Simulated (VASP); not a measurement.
Given:

```
CELL_PARAMETERS angstrom
     -1.57033     1.57033     1.57033
      1.57033    -1.57033     1.57033
      1.57033     1.57033    -1.57033
ATOMIC_POSITIONS crystal
  W  0.00000 0.00000 0.00000
```

Computed with r2SCAN meta-GGA, VASP's PBE PAW potentials (set 64) (plane waves; VASP 6.6.1). Numerical set-up: 520 eV cut-off, 16×16×16 Γ-centred mesh, first-order Methfessel-Paxton smearing of 0.10 eV, potentials W_sv.

Task: The job: W (bcc), 1 atom, r2SCAN, static run, 520 eV, 16×16×16 Γ-centred mesh. Roughly how much core time does it take on a busy server core?

Result: About 90 core-seconds (one run on a shared machine, a rough figure). It had 145 irreducible k-points, 11 bands, up to 430 plane waves and 21 electronic steps.

The compound is W in the bcc structure. This cell is one point of a volume scan, at 0.97 of the reference volume.
